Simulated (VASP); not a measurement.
# ZnHgTe2 (space group R3m): computed properties

Method: LDA (Ceperley-Alder, Perdew-Zunger), VASP's LDA PAW potentials (set 64) (plane waves; VASP).

```
Quantity                                                                                 Value
----------------------------------  ----------------------------------------------------------
space group                                                                          R3m (160)
cell                                a = b = 4.400 Å, c = 21.582 Å, α = β = 90.00°, γ = 120.00°
volume per atom                                                                  30.16 Å³/atom
band gap (over mesh and band path)                    none (metal, semimetal or under 0.01 eV)
density                                                                             7.17 g/cm³
```

```xyz
4
Lattice="2.2000 1.2702 7.1939 -2.2000 1.2702 7.1939 0.0000 -2.5404 7.1939" Properties=species:S:1:pos:R:3 pbc="T T T"
Zn     0.0000     0.0000    10.8167
Hg     0.0000     0.0000    21.5396
Te     0.0000     0.0000    18.7728
Te     0.0000     0.0000     8.2206
```

Unless said otherwise, spin-orbit coupling is left out, though it shifts the bands of the heavy elements here.

The structure comes from a computed database's ZnHgTe2 entry (R3m); how it stands against other phases isn't given here. It was relaxed first, which changed the volume by -9 %. Symmetry was kept, so distortions that lower it aren't found.
